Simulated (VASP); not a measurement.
Given:

```
AlAs
1.0
    0.00000     2.83462     2.83462
    2.83462     0.00000     2.83462
    2.83462     2.83462     0.00000
Al As
1 1
Direct
  0.00000   0.00000   0.00000
  0.25000   0.25000   0.25000
```

Calculation: PBE GGA with D3 dispersion (Becke-Johnson damping), VASP's PBE PAW potentials (set 64) (plane waves; VASP). Numerical set-up: 520 eV cut-off, Gaussian smearing of 0.050 eV, potentials Al As.

Give the energies of bands 2 to 7 at the high-symmetry points, in eV from the valence-band maximum.

```
band     Γ      X      U      L      W
----  ----  -----  -----  -----  -----
2     0.00  -5.42  -5.16  -5.55  -5.08
3     0.00  -2.16  -3.40  -0.82  -3.16
4     0.00  -2.16  -1.79  -0.82  -2.81
5     2.03   1.44   2.24   2.13   4.33
6     4.28   2.29   4.96   4.68   5.62
7     4.28  10.30   8.15   4.68   5.69
```

The gap is indirect, 1.44 eV, from the valence maximum at Γ to the conduction minimum at X.

Measured: gap 2.28 eV (computed value off by -0.84 eV), as given by Wei Chen et al., Physical Review Materials (2018), doi:10.1103/physrevmaterials.2.073803 [zero-point renormalisation of 0.04 eV added back (the table's ZPR column)].

The compound is AlAs in the zinc blende structure. It was relaxed first.
